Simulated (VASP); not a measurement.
# What spin-orbit coupling changes in ZnSe (Stilleite), part 2 of 4

What does spin-orbit coupling change in ZnSe (Stilleite), and what does it cost? All runs use r2SCAN. The start is a cell from a database of measured crystal structures.

VASP 6.6.1, plane waves and PAW; the level of theory is named at each step.

So far. Step 2 (Reference run): The pressure is -0.29 GPa and the largest force 0.000 eV/Å.

## 3. Bands along the symmetry lines (r2SCAN)

Level of this step: r2SCAN; plane waves and PAW (Zn, Se) (VASP).

Levels along the symmetry lines show where the bands peak and cross; KPOINTS_OPT computes them in the converged potential.

Input file INCAR:

```
SYSTEM = ZnSe
PREC = Accurate
ENCUT = 400
EDIFF = 1E-06
NELM = 100
ISMEAR = -1
SIGMA = 0.05
LREAL = .FALSE.
ALGO = Normal
METAGGA = R2SCAN
LASPH = .TRUE.
NBANDS = 21
LORBIT = 11
LWAVE = .FALSE.
LCHARG = .FALSE.
KPAR = 2
```

Input file POSCAR:

```
ZnSe
1.0
    0.0000000000      2.8338000000      2.8338000000
    2.8338000000      0.0000000000      2.8338000000
    2.8338000000      2.8338000000      0.0000000000
Zn Se
1 1
Direct
    0.0000000000      0.0000000000      0.0000000000
    0.2500000000      0.2500000000      0.2500000000
```

Input file KPOINTS:

```
Automatic mesh
0
Gamma
6 6 6
0 0 0
```

Input file KPOINTS_OPT:

```
Line mode
16
Line-mode
Reciprocal
  0.00000000   0.00000000   0.00000000 GAMMA
  0.50000000   0.00000000   0.50000000 X

  0.50000000   0.00000000   0.50000000 X
  0.50000000   0.25000000   0.75000000 W

  0.50000000   0.25000000   0.75000000 W
  0.37500000   0.37500000   0.75000000 K

  0.37500000   0.37500000   0.75000000 K
  0.00000000   0.00000000   0.00000000 GAMMA

  0.00000000   0.00000000   0.00000000 GAMMA
  0.50000000   0.50000000   0.50000000 L

  0.50000000   0.50000000   0.50000000 L
  0.62500000   0.25000000   0.62500000 U

  0.62500000   0.25000000   0.62500000 U
  0.50000000   0.25000000   0.75000000 W

  0.50000000   0.25000000   0.75000000 W
  0.50000000   0.50000000   0.50000000 L

  0.50000000   0.50000000   0.50000000 L
  0.37500000   0.37500000   0.75000000 K

  0.62500000   0.25000000   0.62500000 U
  0.50000000   0.00000000   0.50000000 X
```

PAW data sets: Zn and Se (PBE family, release 64).

The run is started by

```bash
mpirun -np 2 vasp_std
```

Output:

```text
[banner, memory and clock lines left out]
running    2 mpi-ranks, on    1 nodes
 distrk:  each k-point on    1 cores,    2 groups
 distr:  one band on    1 cores,    1 groups

 POSCAR found type information on POSCAR ZnSe
 POSCAR found :  2 types and       2 ions
 [... a notice as in an earlier step ...]

 LDA part: xc-table for (None), standard interpolation
 POSCAR, INCAR and KPOINTS ok, starting setup
 FFT: planning ... GRIDC
 FFT: planning ... GRID_SOFT
 FFT: planning ... GRID
 WAVECAR not read
 entering main loop
       N       E                     dE             d eps       ncg     rms          rms(c)
DAV:   1     0.742589244243E+02    0.74259E+02   -0.71304E+03   680   0.820E+02
DAV:   2    -0.201062227263E+02   -0.94365E+02   -0.85371E+02   708   0.207E+02
DAV:   3    -0.276094418371E+02   -0.75032E+01   -0.74391E+01   780   0.583E+01
DAV:   4    -0.276791643874E+02   -0.69723E-01   -0.69703E-01   790   0.578E+00
DAV:   5    -0.276793659904E+02   -0.20160E-03   -0.20160E-03   752   0.301E-01    0.503E+00
DAV:   6    -0.249130874801E+02    0.27663E+01   -0.99656E-01   692   0.242E+01    0.467E+00
DAV:   7    -0.248831229212E+02    0.29965E-01   -0.26666E-01   782   0.658E+00    0.224E+00
DAV:   8    -0.248966328285E+02   -0.13510E-01   -0.31526E-02   772   0.129E+00    0.540E-01
DAV:   9    -0.248983002125E+02   -0.16674E-02   -0.37104E-03   827   0.114E+00    0.101E-01
DAV:  10    -0.248984765826E+02   -0.17637E-03   -0.85682E-04   725   0.284E-01    0.616E-02
DAV:  11    -0.248984545448E+02    0.22038E-04   -0.52118E-04   817   0.474E-01    0.624E-02
DAV:  12    -0.248984340726E+02    0.20472E-04   -0.20889E-04   839   0.317E-01    0.872E-03
DAV:  13    -0.248984414004E+02   -0.73278E-05   -0.11797E-05   806   0.489E-02    0.483E-03
DAV:  14    -0.248984414261E+02   -0.25687E-07   -0.19344E-06   603   0.170E-02
   1 F= -.24898441E+02 E0= -.24898441E+02  d E =-.266415E-09
 Start KPOINTS_OPT (optional k-point list driver)
k-point batch [1-16\160]
       N       E                     dE             ncg
DAV:   1     0.471295717283E+03   -0.35384E+04      672
DAV:   2    -0.111696467079E+04   -0.15883E+04      732
DAV:   3    -0.124145358414E+04   -0.12449E+03      813
DAV:   4    -0.124261495297E+04   -0.11614E+01      770
DAV:   5    -0.124261791558E+04   -0.29626E-02      803
DAV:   6    -0.124261792939E+04   -0.13810E-04      755
DAV:   7    -0.124261792947E+04   -0.79571E-07      648
[...]
k-point batch [145-160\160]
       N       E                     dE             ncg
DAV:   1     0.331464659735E+03   -0.90572E+04      672
DAV:   2    -0.122499029719E+04   -0.15565E+04      680
DAV:   3    -0.134897464193E+04   -0.12398E+03      852
DAV:   4    -0.135019003216E+04   -0.12154E+01      767
DAV:   5    -0.135019343188E+04   -0.33997E-02      765
DAV:   6    -0.135019344990E+04   -0.18017E-04      777
DAV:   7    -0.135019345002E+04   -0.12125E-06      629
```

Wall time 62 s (2 MPI ranks of Intel Xeon 6975P-C (Granite Rapids), shared host); peak memory 0.32 GiB; 1.9 min of CPU time.

OUTCAR, selected parts (step 3):

```text
The static configuration has the point symmetry T_d .

 Found     16 irreducible k-points:

   k-points           NKPTS =     16   k-points in BZ     NKDIM =     16   number of bands    NBANDS=     21

   NELECT =      18.0000    total number of electrons

 E-fermi :   2.2490

 k-point     1 :       0.0000    0.0000    0.0000
  band No.  band energies     occupation
    ...
      5      -4.9842      2.00000
      6      -4.9842      2.00000
      7       1.3008      2.00000
      8       1.3009      2.00000
      9       1.3009      2.00000
     10       3.1653      0.00000
     11       7.6139      0.00000
     12       7.6141      0.00000
     13       7.6141      0.00000
     14      11.8870      0.00000
    ...

 k-point     2 :       0.1667    0.0000    0.0000
  band No.  band energies     occupation
    ...
      5      -4.9854      2.00000
      6      -4.9854      2.00000
      7      -0.5534      2.00000
      8       1.0459      2.00000
      9       1.0460      2.00000
     10       4.3716      0.00000
     11       7.6736      0.00000
     12       8.0263      0.00000
     13       8.0265      0.00000
     14      12.3131      0.00000
    ...

  Total       -0.0846340     -0.0846340     -0.0846340     -0.0000000     -0.0000000     -0.0000000
  in kB       -2.9793261     -2.9793261     -2.9793261     -0.0000000     -0.0000000     -0.0000000
  external PRESSURE =      -2.9793261 kB  Pullay stress =       0.0000000 kB

  FREE ENERGIE OF THE ION-ELECTRON SYSTEM (eV)
  ---------------------------------------------------
  free  energy   TOTEN  =       -24.8984414261 eV

  energy  without entropy=      -24.8984414258  energy(sigma->0) =      -24.89844143

[... 9 parts as in an earlier step ...]

[... 5 further parts left out ...]
```

Spin-orbit coupling is off here; it would split degenerate levels, and it lifts a valence top of Se p states by about 0.1 eV.

This step gave:

| Quantity | Value |
| --- | --- |
| SCF cycles | 14 |
| bands | 21 |
| Fermi energy | 2.249 eV |
| pressure | -0.2979 GPa |
| least gap on mesh and path | 1.864 eV |
| least direct gap on mesh and path | 1.864 eV |

The electronic bands at the labelled points (eV, zero at the valence-band top; v1 is the highest filled band, c1 the lowest empty one):

| point | v4 | v3 | v2 | v1 | c1 | c2 | c3 | c4 |
| --- | --- | --- | --- | --- | --- | --- | --- | --- |
| Γ | -6.29 | 0.00 | 0.00 | 0.00 | 1.86 | 6.31 | 6.31 | 6.31 |
| 0.47 of the way | -6.26 | -2.64 | -1.16 | -1.16 | 4.39 | 4.55 | 8.37 | 8.37 |
| X | -6.11 | -4.79 | -2.23 | -2.23 | 3.33 | 3.87 | 11.51 | 12.06 |
| 0.47 of the way | -6.05 | -4.76 | -2.50 | -2.46 | 4.13 | 4.62 | 10.08 | 10.09 |
| W | -5.98 | -4.71 | -2.82 | -2.70 | 5.83 | 6.08 | 7.59 | 8.21 |
| 0.53 of the way | -6.01 | -4.73 | -3.06 | -2.17 | 4.65 | 6.08 | 8.55 | 9.07 |
| K | -6.02 | -4.75 | -3.15 | -1.83 | 3.99 | 6.05 | 9.64 | 9.90 |
| 0.53 of the way | -6.27 | -3.12 | -1.58 | -0.43 | 4.21 | 6.33 | 7.11 | 7.21 |
| Γ | -6.29 | 0.00 | 0.00 | 0.00 | 1.86 | 6.31 | 6.31 | 6.31 |
| 0.47 of the way | -6.29 | -2.81 | -0.44 | -0.44 | 3.26 | 6.90 | 6.92 | 6.92 |
| L | -6.13 | -5.30 | -0.88 | -0.88 | 3.05 | 6.86 | 6.86 | 9.07 |
| 0.47 of the way | -6.09 | -5.06 | -2.11 | -1.22 | 4.20 | 6.26 | 7.79 | 8.99 |
| U | -6.02 | -4.75 | -3.15 | -1.83 | 3.99 | 6.05 | 9.64 | 9.90 |
| 0.47 of the way | -6.01 | -4.73 | -3.06 | -2.17 | 4.65 | 6.08 | 8.55 | 9.07 |
| W | -5.98 | -4.71 | -2.82 | -2.70 | 5.83 | 6.08 | 7.59 | 8.21 |
| 0.53 of the way | -6.08 | -4.99 | -2.31 | -1.41 | 4.60 | 5.99 | 7.93 | 9.15 |
| L | -6.13 | -5.30 | -0.88 | -0.88 | 3.05 | 6.86 | 6.86 | 9.07 |
| 0.47 of the way | -6.09 | -5.06 | -2.11 | -1.22 | 4.20 | 6.26 | 7.79 | 8.99 |
| K | -6.02 | -4.75 | -3.15 | -1.83 | 3.99 | 6.05 | 9.64 | 9.90 |
| jump to U | -6.02 | -4.75 | -3.15 | -1.83 | 3.99 | 6.05 | 9.64 | 9.90 |
| 0.47 of the way | -6.07 | -4.77 | -2.66 | -2.11 | 3.64 | 4.56 | 10.58 | 11.14 |
| X | -6.11 | -4.79 | -2.23 | -2.23 | 3.33 | 3.87 | 11.51 | 12.06 |

Of the projections kept (Zn, Se), the largest for each band there; the rest of the weight can lie on other orbitals:

| point | v4 | v3 | v2 | v1 | c1 | c2 | c3 | c4 |
| --- | --- | --- | --- | --- | --- | --- | --- | --- |
| Γ | Zn 1.00 | Se 0.78 | Se 0.78 | Se 0.78 | Zn 0.55 | Zn 0.72 | Zn 0.72 | Zn 0.72 |
| X | Zn 0.98 | Zn 0.64 | Se 0.75 | Se 0.75 | Zn 0.64 | Zn 0.66 | Se 0.79 | Zn 0.53 |
| W | Zn 0.97 | Zn 0.54 | Se 0.65 | Se 0.74 | Se 0.69 | Se 0.52 | Zn 0.67 | Zn 0.52 |
| K | Zn 0.97 | Zn 0.55 | Se 0.68 | Se 0.74 | Zn 0.65 | Se 0.57 | Se 0.66 | Se 0.51 |
| Γ | Zn 1.00 | Se 0.78 | Se 0.78 | Se 0.78 | Zn 0.55 | Zn 0.72 | Zn 0.72 | Zn 0.72 |
| L | Zn 0.98 | Se 0.57 | Se 0.75 | Se 0.75 | Zn 0.66 | Zn 0.64 | Zn 0.64 | Se 0.76 |

The path finds the gap of the mesh within 0.02 eV, so the mesh comes close to both band edges.

## 4. Bands along the symmetry lines (r2SCAN + SOC)

This step: r2SCAN, spin-orbit coupling; plane waves and PAW (Zn, Se) (VASP 6.6.1).

Levels along the symmetry lines show where the bands peak and cross; KPOINTS_OPT computes them in the converged potential. Spin-orbit coupling needs spinors and the noncollinear program, where each band holds one electron.

INCAR, as its differences from that of step 3:

```diff
@@ -11,3 +11,7 @@
 LASPH = .TRUE.
-NBANDS = 21
+LNONCOLLINEAR = .TRUE.
+MAGMOM = 0 0 0 0 0 0
+NBANDS = 30
+GGA_COMPAT = .FALSE.
+LSORBIT = .TRUE.
 LORBIT = 11
```

POSCAR is that of step 3.

KPOINTS is that of step 3.

KPOINTS_OPT is that of step 3.

The run is started by

```bash
mpirun -np 2 vasp_ncl
```

Output:

```text
[... set-up lines as in an earlier step ...]
 entering main loop
       N       E                     dE             d eps       ncg     rms          rms(c)
DAV:   1     0.913084297882E+02    0.91308E+02   -0.71766E+03  1320   0.118E+03
DAV:   2    -0.165927680918E+02   -0.10790E+03   -0.10178E+03  1338   0.290E+02
DAV:   3    -0.275102720824E+02   -0.10918E+02   -0.10799E+02  1552   0.936E+01
DAV:   4    -0.277016836482E+02   -0.19141E+00   -0.19121E+00  1500   0.132E+01
DAV:   5    -0.277025330074E+02   -0.84936E-03   -0.84934E-03  1474   0.817E-01    0.505E+00
DAV:   6    -0.249257808739E+02    0.27768E+01   -0.13095E+00  1540   0.344E+01    0.466E+00
DAV:   7    -0.249012091280E+02    0.24572E-01   -0.39970E-01  1546   0.976E+00    0.219E+00
DAV:   8    -0.249164766479E+02   -0.15268E-01   -0.37520E-02  1448   0.191E+00    0.648E-01
DAV:   9    -0.249188403862E+02   -0.23637E-02   -0.30259E-03  1748   0.116E+00    0.219E-01
DAV:  10    -0.249189755203E+02   -0.13513E-03   -0.67748E-04  1446   0.268E-01    0.689E-02
DAV:  11    -0.249190228170E+02   -0.47297E-04   -0.16757E-04  1682   0.175E-01    0.428E-02
DAV:  12    -0.249189995120E+02    0.23305E-04   -0.13346E-04  1698   0.188E-01    0.263E-02
DAV:  13    -0.249189961410E+02    0.33709E-05   -0.35205E-05  1674   0.138E-01    0.367E-03
DAV:  14    -0.249190016061E+02   -0.54651E-05   -0.39211E-06  1616   0.369E-02    0.398E-03
DAV:  15    -0.249190004684E+02    0.11377E-05   -0.77559E-07   810   0.176E-02    0.111E-03
DAV:  16    -0.249190001307E+02    0.33773E-06   -0.99293E-08   768   0.302E-03
   1 F= -.24919000E+02 E0= -.24919000E+02  d E =-.673303E-09  mag=     0.0000    -0.0000     0.0000
 Start KPOINTS_OPT (optional k-point list driver)
k-point batch [1-22\160]
       N       E                     dE             ncg
DAV:   1     0.861672394610E+03   -0.64194E+04     1328
DAV:   2    -0.150822317587E+04   -0.23699E+04     1320
DAV:   3    -0.174405390567E+04   -0.23583E+03     1602
DAV:   4    -0.174799154366E+04   -0.39376E+01     1574
DAV:   5    -0.174800795747E+04   -0.16414E-01     1564
DAV:   6    -0.174800808798E+04   -0.13052E-03     1574
DAV:   7    -0.174800808949E+04   -0.15079E-05     1370
DAV:   8    -0.174800808956E+04   -0.70634E-07     1208
[...]
k-point batch [155-160\160]
       N       E                     dE             ncg
DAV:   1     0.881137109201E+04   -0.30753E+04      360
DAV:   2     0.816799018135E+04   -0.64338E+03      360
DAV:   3     0.810320413923E+04   -0.64786E+02      446
DAV:   4     0.810220572833E+04   -0.99841E+00      460
DAV:   5     0.810220193797E+04   -0.37904E-02      436
DAV:   6     0.810220190844E+04   -0.29532E-04      468
DAV:   7     0.810220190814E+04   -0.30297E-06      380
```

The job ended after 6.2 min (2 MPI ranks; peak memory 0.57 GiB; 12 min of CPU time).

From OUTCAR (step 4):

```text
The static configuration has the point symmetry T_d .

 Found     22 irreducible k-points:

   k-points           NKPTS =     22   k-points in BZ     NKDIM =     22   number of bands    NBANDS=     30

   NELECT =      18.0000    total number of electrons

 E-fermi :   2.3119

 k-point     1 :       0.0000    0.0000    0.0000
  band No.  band energies     occupation
    ...
     14       1.0532      1.00000
     15       1.4246      1.00000
     16       1.4246      1.00000
     17       1.4246      1.00000
     18       1.4246      1.00000
     19       3.1654      0.00000
     20       3.1654      0.00000
     21       7.5195      0.00000
     22       7.5195      0.00000
     23       7.6599      0.00000
    ...

 k-point     2 :       0.1667    0.0000    0.0000
  band No.  band energies     occupation
    ...
     14      -0.5632      1.00000
     15       0.9336      1.00000
     16       0.9336      1.00000
     17       1.1589      1.00000
     18       1.1711      1.00000
     19       4.3727      0.00000
     20       4.3727      0.00000
     21       7.6723      0.00000
     22       7.6723      0.00000
     23       7.9789      0.00000
    ...

  Total       -0.0825306     -0.0825306     -0.0825306     -0.0000000      0.0000000     -0.0000000
  in kB       -2.9052798     -2.9052798     -2.9052798     -0.0000000      0.0000000     -0.0000000
  external PRESSURE =      -2.9052798 kB  Pullay stress =       0.0000000 kB

 POSITION                                       TOTAL-FORCE (eV/Angst)
 -----------------------------------------------------------------------------------
      0.00000      0.00000      0.00000        -0.000000     -0.000000      0.000000
      1.41690      1.41690      1.41690         0.000000      0.000000     -0.000000
 -----------------------------------------------------------------------------------
    total drift:                                0.000001      0.000001      0.000001

  FREE ENERGIE OF THE ION-ELECTRON SYSTEM (eV)
  ---------------------------------------------------
  free  energy   TOTEN  =       -24.9190001307 eV

  energy  without entropy=      -24.9190001300  energy(sigma->0) =      -24.91900013

 Spin-Orbit-Coupling matrix elements
 Ion:    1  E_soc:     -0.0082065
 Ion:    2  E_soc:     -0.0343729

 total charge
# of ion       s       p       d       tot
------------------------------------------
    1        0.511   0.443   9.802  10.756
    2        1.430   2.485   0.030   3.944
--------------------------------------------------
tot          1.941   2.928   9.832  14.701

 magnetization (x)
# of ion       s       p       d       tot
------------------------------------------
    1       -0.000   0.000   0.000   0.000
    2        0.000   0.000  -0.000  -0.000
--------------------------------------------------
tot         -0.000   0.000  -0.000   0.000

 magnetization (y)
# of ion       s       p       d       tot
------------------------------------------
    1        0.000   0.000   0.000   0.000
    2        0.000  -0.000  -0.000  -0.000
--------------------------------------------------
tot          0.000   0.000  -0.000   0.000

 magnetization (z)
# of ion       s       p       d       tot
------------------------------------------
    1       -0.000   0.000  -0.000  -0.000
    2       -0.000  -0.000  -0.000  -0.000
--------------------------------------------------
tot         -0.000  -0.000  -0.000  -0.000

[... 6 parts as in an earlier step ...]

[... 6 further parts left out ...]
```

Numbers from this step:

```yaml
scf_cycles: 16
bands: 30
irreducible_k_points: 22
free_energy_toten: -24.92 eV
fermi_energy: 2.312 eV
pressure: -0.2905 GPa
least_gap_on_mesh_and_path: 1.741 eV
least_direct_gap_on_mesh_and_path: 1.741 eV
```

On-site spin-orbit energy by atom:

| atom | on-site spin-orbit energy (eV) |
| --- | --- |
| Zn1 | -0.0082 |
| Se2 | -0.0344 |

Electronic bands along the path, in eV, zero at the valence-band top; v1 is the highest filled band, c1 the lowest empty one:

| point | v4 | v3 | v2 | v1 | c1 | c2 | c3 | c4 |
| --- | --- | --- | --- | --- | --- | --- | --- | --- |
| Γ | 0.00 | 0.00 | 0.00 | 0.00 | 1.74 | 1.74 | 6.09 | 6.09 |
| 0.47 of the way | -1.37 | -1.37 | -1.19 | -1.19 | 4.26 | 4.26 | 4.43 | 4.43 |
| X | -2.44 | -2.44 | -2.27 | -2.27 | 3.21 | 3.21 | 3.75 | 3.75 |
| 0.47 of the way | -2.73 | -2.64 | -2.53 | -2.52 | 4.00 | 4.01 | 4.47 | 4.54 |
| W | -3.05 | -2.88 | -2.81 | -2.80 | 5.67 | 5.71 | 5.91 | 6.03 |
| 0.53 of the way | -3.25 | -3.13 | -2.31 | -2.27 | 4.51 | 4.54 | 5.90 | 6.01 |
| K | -3.33 | -3.22 | -1.95 | -1.95 | 3.86 | 3.86 | 5.88 | 5.98 |
| 0.53 of the way | -1.75 | -1.67 | -0.55 | -0.54 | 4.05 | 4.12 | 6.17 | 6.24 |
| Γ | 0.00 | 0.00 | 0.00 | 0.00 | 1.74 | 1.74 | 6.09 | 6.09 |
| 0.47 of the way | -0.68 | -0.68 | -0.45 | -0.44 | 3.14 | 3.14 | 6.75 | 6.75 |
| L | -1.12 | -1.12 | -0.90 | -0.90 | 2.93 | 2.93 | 6.71 | 6.71 |
| 0.47 of the way | -2.27 | -2.21 | -1.34 | -1.34 | 4.05 | 4.09 | 6.12 | 6.15 |
| U | -3.33 | -3.22 | -1.95 | -1.95 | 3.86 | 3.86 | 5.88 | 5.98 |
| 0.47 of the way | -3.25 | -3.13 | -2.31 | -2.27 | 4.51 | 4.54 | 5.90 | 6.01 |
| W | -3.05 | -2.88 | -2.81 | -2.80 | 5.67 | 5.71 | 5.91 | 6.03 |
| 0.53 of the way | -2.48 | -2.40 | -1.55 | -1.51 | 4.44 | 4.50 | 5.86 | 5.87 |
| L | -1.12 | -1.12 | -0.90 | -0.90 | 2.93 | 2.93 | 6.71 | 6.71 |
| 0.47 of the way | -2.27 | -2.21 | -1.34 | -1.34 | 4.05 | 4.09 | 6.12 | 6.15 |
| K | -3.33 | -3.22 | -1.95 | -1.95 | 3.86 | 3.86 | 5.88 | 5.98 |
| jump to U | -3.33 | -3.22 | -1.95 | -1.95 | 3.86 | 3.86 | 5.88 | 5.98 |
| 0.47 of the way | -2.83 | -2.76 | -2.23 | -2.22 | 3.51 | 3.52 | 4.41 | 4.46 |
| X | -2.44 | -2.44 | -2.27 | -2.27 | 3.21 | 3.21 | 3.75 | 3.75 |

Of the projections kept (Zn, Se), the largest for each band there; the rest of the weight can lie on other orbitals:

| point | v4 | v3 | v2 | v1 | c1 | c2 | c3 | c4 |
| --- | --- | --- | --- | --- | --- | --- | --- | --- |
| Γ | Se 0.78 | Se 0.78 | Se 0.78 | Se 0.78 | Zn 0.55 | Zn 0.55 | Zn 0.73 | Zn 0.73 |
| X | Se 0.75 | Se 0.75 | Se 0.74 | Se 0.74 | Zn 0.64 | Zn 0.64 | Zn 0.66 | Zn 0.66 |
| W | Se 0.66 | Se 0.66 | Se 0.74 | Se 0.71 | Se 0.64 | Se 0.69 | Se 0.54 | Se 0.53 |
| K | Se 0.67 | Se 0.68 | Se 0.74 | Se 0.74 | Zn 0.64 | Zn 0.65 | Se 0.57 | Se 0.57 |
| Γ | Se 0.78 | Se 0.78 | Se 0.78 | Se 0.78 | Zn 0.55 | Zn 0.55 | Zn 0.73 | Zn 0.73 |
| L | Se 0.75 | Se 0.75 | Se 0.76 | Se 0.76 | Zn 0.66 | Zn 0.66 | Zn 0.64 | Zn 0.64 |

The gap is 1.74 eV, direct at Γ. Spin-orbit coupling moves it by -0.12 eV. The run took 6.0 times the core time, with 30 spinor bands against 21. The valence top at Γ, threefold or sixfold with spin, splits into a fourfold and a twofold level, 0.37 eV apart.

(Continued in part 3 of 4.)

[Lines on the potential files, build, host, timing and source positions are cut from VASP's logs without a mark.]

[Logs are printed without paths, hosts, clocks, repeated set-up lines and the standing remarks that a program may print on its own settings, such as how far it seeks lower states.]

[Hosts, paths, dates, database ids (printed as entryN), source tags and the programs' standing remarks are cut or masked in the printed files.]

[A measured line is paired with the nearest computed mode of its activity, which favours agreement.]
